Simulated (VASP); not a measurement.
OSZICAR of a VASP run on LiF (rock salt):

OSZICAR:
```
       N       E                     dE             d eps       ncg     rms          rms(c)
DAV:   1     0.318926953840E+02    0.31893E+02   -0.55927E+03   910   0.113E+03
DAV:   2    -0.871808959140E+01   -0.40611E+02   -0.39998E+02   928   0.203E+02
DAV:   3    -0.973525035824E+01   -0.10172E+01   -0.10153E+01  1111   0.314E+01
DAV:   4    -0.974795545189E+01   -0.12705E-01   -0.12685E-01  1099   0.327E+00
DAV:   5    -0.974808599216E+01   -0.13054E-03   -0.13054E-03  1100   0.177E-01    0.469E+00
DAV:   6    -0.920011824370E+01    0.54797E+00   -0.30425E+00   856   0.135E+01    0.148E+00
DAV:   7    -0.921355654132E+01   -0.13438E-01   -0.21440E-02  1078   0.169E+00    0.912E-01
DAV:   8    -0.923060189639E+01   -0.17045E-01   -0.32875E-02  1078   0.223E+00    0.115E-01
DAV:   9    -0.923090564637E+01   -0.30375E-03   -0.12530E-03   992   0.381E-01    0.478E-02
DAV:  10    -0.923107170881E+01   -0.16606E-03   -0.40885E-04   948   0.188E-01    0.125E-02
DAV:  11    -0.923107988110E+01   -0.81723E-05   -0.83165E-06  1153   0.331E-02    0.310E-03
DAV:  12    -0.923107936423E+01    0.51688E-06   -0.16793E-06   907   0.147E-02
   1 F= -.92310794E+01 E0= -.92310794E+01  d E =-.923108E+01
       N       E                     dE             d eps       ncg     rms          rms(c)
DAV:   1    -0.923183597289E+01   -0.75609E-03   -0.13383E-02   850   0.119E+00    0.212E-01
DAV:   2    -0.923119061159E+01    0.64536E-03   -0.37614E-03   870   0.506E-01    0.394E-02
DAV:   3    -0.923117628651E+01    0.14325E-04   -0.19625E-05  1210   0.556E-02    0.225E-02
DAV:   4    -0.923116603814E+01    0.10248E-04   -0.78305E-06  1489   0.295E-02    0.149E-03
DAV:   5    -0.923116555325E+01    0.48489E-06   -0.23049E-07   500   0.529E-03
   2 F= -.92311656E+01 E0= -.92311656E+01  d E =-.861890E-04
       N       E                     dE             d eps       ncg     rms          rms(c)
DAV:   1    -0.923151009480E+01   -0.34406E-03   -0.62634E-03   850   0.813E-01    0.146E-01
DAV:   2    -0.923120814357E+01    0.30195E-03   -0.17723E-03   870   0.347E-01    0.271E-02
DAV:   3    -0.923120120341E+01    0.69402E-05   -0.92785E-06  1199   0.382E-02    0.155E-02
DAV:   4    -0.923119536950E+01    0.58339E-05   -0.37124E-06  1504   0.203E-02    0.103E-03
DAV:   5    -0.923119503678E+01    0.33272E-06   -0.10817E-07   455   0.363E-03
   3 F= -.92311950E+01 E0= -.92311950E+01  d E =-.115673E-03
```

Question: Which electronic solver shows in the log?

Answer: It is blocked Davidson (ALGO = Normal, or the opening steps of other solvers). The INCAR had ALGO = Normal.

Question: Can the final energy be trusted as converged?

Answer: The calculation finished and met its thresholds. It stopped with EDIFF = 1E-6, NELM = 100, NSW = 60 and EDIFFG = -0.01 after 3 ionic steps (RPBE GGA, plane waves, VASP's PBE PAW potentials (set 64)).

The compound is LiF in the rock salt structure. This run relaxes it. Symmetry was kept, so distortions that lower it aren't found. The start is the result of an earlier pass.
